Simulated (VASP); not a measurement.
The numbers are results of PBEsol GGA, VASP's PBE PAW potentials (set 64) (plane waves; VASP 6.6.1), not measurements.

A VASP calculation is set up with these files.

### KPOINTS
```
k-points along high-symmetry lines
15
Line-mode
Reciprocal
  0.000000   0.000000   0.000000 ! GAMMA
  0.000000   0.500000   0.000000 ! X

  0.000000   0.500000   0.000000 ! X
  0.500000   0.500000   0.000000 ! M

  0.500000   0.500000   0.000000 ! M
  0.000000   0.000000   0.000000 ! GAMMA

  0.000000   0.000000   0.000000 ! GAMMA
  0.500000   0.500000   0.500000 ! R

  0.500000   0.500000   0.500000 ! R
  0.000000   0.500000   0.000000 ! X

  0.500000   0.500000   0.500000 ! R
  0.500000   0.500000   0.000000 ! M
```

POSCAR:
```
CsCaF3
1
    4.5006041192     0.0000000000     0.0000000000
    0.0000000000     4.5006041192     0.0000000000
    0.0000000000     0.0000000000     4.5006041192
Cs Ca F
1 1 3
Direct
  0.0000000000   0.0000000000   0.0000000000
  0.5000000000   0.5000000000   0.5000000000
  0.0000000000   0.5000000000   0.5000000000
  0.5000000000   0.0000000000   0.5000000000
  0.5000000000   0.5000000000   0.0000000000
```

INCAR:
```
SYSTEM = CsCaF3
PREC = Accurate
ENCUT = 520
EDIFF = 1E-7
NELM = 100
ALGO = Normal
LREAL = .FALSE.
LASPH = .TRUE.
ISMEAR = 0
SIGMA = 0.05
GGA = PS
LMAXMIX = 4
LWAVE = .FALSE.
LCHARG = .FALSE.
LORBIT = 11
ICHARG = 11
```

POTCAR, in this order: Cs_sv Ca_sv F (PBE.64 set). Program: vasp_std. Read from the step before: CHGCAR.

The run wrote:

OSZICAR:
```
       N       E                     dE             d eps       ncg     rms          rms(c)
DAV:   1     0.357870217096E+03    0.35787E+03   -0.21619E+04  4320   0.161E+03
DAV:   2    -0.262747850752E+01   -0.36050E+03   -0.35411E+03  5768   0.385E+02
DAV:   3    -0.248483165621E+02   -0.22221E+02   -0.22197E+02  5608   0.104E+02
DAV:   4    -0.260116039195E+02   -0.11633E+01   -0.11627E+01  7864   0.144E+01
DAV:   5    -0.260199206232E+02   -0.83167E-02   -0.83166E-02  5496   0.105E+00
DAV:   6    -0.260200359763E+02   -0.11535E-03   -0.11535E-03  5872   0.120E-01
DAV:   7    -0.260200397371E+02   -0.37608E-05   -0.37608E-05  6128   0.190E-02
DAV:   8    -0.260200398293E+02   -0.92251E-07   -0.92288E-07  6080   0.316E-03
   1 F= -.26020040E+02 E0= -.26020040E+02  d E =-.306798E-16
```

OUTCAR:
```
 val. band max:       -1.7582391883   @ k =   0.5000   0.5000   0.5000

 cond. band min:       5.2842537490   @ k =   0.0000   0.0000   0.0000



 k-point     1 :       0.0000    0.0000    0.0000
  band No.  band energies     occupation
      1     -37.1305      2.00000
      2     -20.9021      2.00000
      3     -20.6869      2.00000
      4     -20.6869      2.00000
      5     -18.9657      2.00000
      6     -18.3581      2.00000
      7     -18.3581      2.00000
      8     -18.3581      2.00000
      9      -5.9904      2.00000
     10      -5.9904      2.00000
     11      -5.9904      2.00000
     12      -2.3647      2.00000
     13      -2.3647      2.00000
     14      -2.3647      2.00000
     15      -2.1519      2.00000
     16      -2.1519      2.00000
     17      -2.1519      2.00000
     18      -1.7772      2.00000
     19      -1.7772      2.00000
     20      -1.7772      2.00000
     21       5.2843      0.00000
     22       6.3125      0.00000
     23       6.3126      0.00000
     24       6.7501      0.00000

 k-point     2 :       0.0000    0.0357    0.0000
  band No.  band energies     occupation
      1     -37.1304      2.00000
      2     -20.9033      2.00000
      3     -20.6920      2.00000
      4     -20.6866      2.00000
      5     -18.9665      2.00000
      6     -18.3580      2.00000
      7     -18.3580      2.00000
      8     -18.3475      2.00000
      9      -5.9913      2.00000
     10      -5.9888      2.00000
     11      -5.9888      2.00000
     12      -2.3740      2.00000
     13      -2.3658      2.00000
     14      -2.3658      2.00000
     15      -2.1542      2.00000
     16      -2.1542      2.00000
     17      -2.1541      2.00000
     18      -1.7887      2.00000
     19      -1.7795      2.00000
     20      -1.7795      2.00000
     21       5.3057      0.00000
     22       6.3229      0.00000
     23       6.3309      0.00000
     24       6.7602      0.00000

...
```

The density is held fixed in this step, so its total energy and stress have no physical meaning. Unless said otherwise, spin-orbit coupling is left out, though it shifts the bands of the heavy elements here.

The structure comes from a computed database's CsCaF3 entry (Pm-3m); how it stands against other phases isn't given here. It was relaxed first.
